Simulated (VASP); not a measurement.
Output of a VASP run:

File OSZICAR:
```
       N       E                     dE             d eps       ncg     rms          rms(c)
DAV:   1    -0.103277702251E+03   -0.10328E+03   -0.77381E-04  2032   0.145E-01    0.652E-02
DAV:   2    -0.103279320549E+03   -0.16183E-02   -0.93295E-03  1976   0.520E-01    0.204E-01
DAV:   3    -0.103277460031E+03    0.18605E-02   -0.46376E-03  1928   0.387E-01    0.309E-02
DAV:   4    -0.103277473107E+03   -0.13075E-04   -0.31312E-04  1704   0.641E-02    0.414E-03
DAV:   5    -0.103277475649E+03   -0.25424E-05   -0.19318E-05  1720   0.170E-02    0.171E-03
DAV:   6    -0.103277475845E+03   -0.19628E-06   -0.12240E-06  1024   0.648E-03
   1 F= -.10327748E+03 E0= -.10328060E+03  d E =0.936884E-02
```

File OUTCAR:
```
------------------------ aborting loop because EDIFF is reached ----------------------------------------
  FORCE on cell =-STRESS in cart. coord.  units (eV):
  Direction    XX          YY          ZZ          XY          YZ          ZX
  --------------------------------------------------------------------------------------
  Total       -3.0756364     -3.0756360     -1.1367921     -0.0000004     -0.0000000     -0.0000000
  in kB      -10.9533490    -10.9533474     -4.0484891     -0.0000014     -0.0000000     -0.0000000
  external PRESSURE =      -8.6517285 kB  Pullay stress =       0.0000000 kB
  volume of cell :      449.88
      direct lattice vectors                 reciprocal lattice vectors
     4.623687224  0.000000000  0.000000000     0.216277605  0.124867916  0.000000000
    -2.311843116  4.004230310  0.000000000     0.000000000  0.249735885  0.000000000
     0.000000000  0.000000000 24.299153905     0.000000000  0.000000000  0.041153696
 POSITION                                       TOTAL-FORCE (eV/Angst)
 -----------------------------------------------------------------------------------
      0.00000      0.00000      8.20074         0.000000     -0.000000      0.022149
      2.31185      1.33474      8.93506        -0.000000      0.000000     -0.003993
     -0.00000      2.66949      9.72988        -0.000000      0.000000     -0.000347
      0.00000      0.00000     10.77403         0.000000      0.000000     -0.017506
      2.31185      1.33474     11.70260         0.000000     -0.000000     -0.005139
     -0.00000      2.66949     12.59655        -0.000000      0.000000      0.005139
      0.00000      0.00000     13.52512         0.000000      0.000000      0.017506
      2.31185      1.33474     14.56927         0.000000     -0.000000      0.000347
     -0.00000      2.66949     15.36410         0.000000     -0.000000      0.003993
      0.00000      0.00000     16.09842        -0.000000      0.000000     -0.022149
 -----------------------------------------------------------------------------------
    total drift:                                0.000000      0.000000      0.000000
  FREE ENERGIE OF THE ION-ELECTRON SYSTEM (eV)
  ---------------------------------------------------
  free  energy   TOTEN  =      -103.2774758454 eV

  energy  without entropy=     -103.2868446856  energy(sigma->0) =     -103.28059879

 total charge

# of ion       s       p       d       tot
------------------------------------------
    1        2.234   5.922   2.654  10.810
    2        2.242   5.958   2.660  10.860
    3        2.220   6.007   2.493  10.720
    4        2.227   6.016   2.590  10.833
    5        2.231   6.001   2.561  10.793
    6        2.231   6.001   2.561  10.793
    7        2.227   6.016   2.590  10.833
    8        2.220   6.007   2.493  10.720
    9        2.242   5.958   2.660  10.860
   10        2.234   5.922   2.654  10.810
--------------------------------------------------
tot         22.310  59.807  25.918 108.034
```
(Selected blocks of OUTCAR.)

### POSCAR
```
Nb(111) slab
1
    4.6236872235     0.0000000000     0.0000000000
   -2.3118431164     4.0042303104     0.0000000000
    0.0000000000     0.0000000000    24.2991539047
Nb
10
Direct
  0.0000000000   0.0000000000   0.3374906270
  0.6666670000   0.3333330000   0.3677106364
  0.3333330000   0.6666670000   0.4004204910
  0.0000000000   0.0000000000   0.4433911181
  0.6666670000   0.3333330000   0.4816052460
  0.3333330000   0.6666670000   0.5183947540
  0.0000000000   1.0000000000   0.5566088819
  0.6666670000   0.3333330000   0.5995795090
  0.3333330000   0.6666670000   0.6322893636
  0.0000000000   0.0000000000   0.6625093730
```

Task: Write an INCAR and KPOINTS that could have produced this output.

Result: One answer among several that fit: the input of the run itself, PBEsol GGA, plane waves, VASP's PBE PAW potentials (set 64).

**KPOINTS**
```
Automatic mesh
0
Gamma
7 7 1
0 0 0
```

INCAR:
```
IDIPOL = 3
LMAXMIX = 4   ! l cut-off of mixed one-centre charges
LORBIT = 11   ! lm-projected
SIGMA = 0.1   ! width (eV)
ENCUT = 400   ! plane-wave cut-off (eV)
EDIFF = 1E-6
ALGO = Normal   ! blocked Davidson
GGA = PS
NELMIN = 4
LDIPOL = T
PREC = Normal
LVHAR = T
LWAVE = F
NELM = 100   ! most electronic steps
LREAL = F   ! projection in real space or not
DIPOL = 0.5 0.5 0.5
LASPH = T
ISMEAR = 1
SYSTEM = Nb(111) slab
LCHARG = F
```

POTCAR, in this order: Nb_sv (PBE.64 set). Program: vasp_std. Read from the step before: WAVECAR.

The cell is a thin slab with vacuum, built from Nb (bcc): (111) face.
